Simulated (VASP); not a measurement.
Here is the system:

```
WSe2
1.0
    1.63459    -2.83120     0.00000
    1.63459     2.83120     0.00000
    0.00000     0.00000    12.66095
W Se
2 4
Direct
  0.33333   0.66667   0.25000
  0.66667   0.33333   0.75000
  0.33333   0.66667   0.88337
  0.66667   0.33333   0.38337
  0.66667   0.33333   0.11663
  0.33333   0.66667   0.61663
```

All values below come from PBE GGA, VASP's PBE PAW potentials (set 64) (plane waves; VASP 6.6.1). Run with 500 eV cut-off, 8×8×2 Γ-centred mesh, Gaussian smearing of 0.050 eV, potentials W_sv Se.

Without a dispersion term in the relaxation, distances and binding between the weakly bound layers, chains or molecules are unreliable, and so is what depends on them.

**Question.** What does the run give for the energy per atom (σ→0), pressure?

**Answer.** 
```
Property                               Result
---------------------  ----------------------
energy per atom (σ→0)  -691.8 kJ/mol of atoms
pressure                             5.05 GPa
```

The compound is WSe2 in the 2H layered structure. It was relaxed first under an external pressure of 5 GPa.
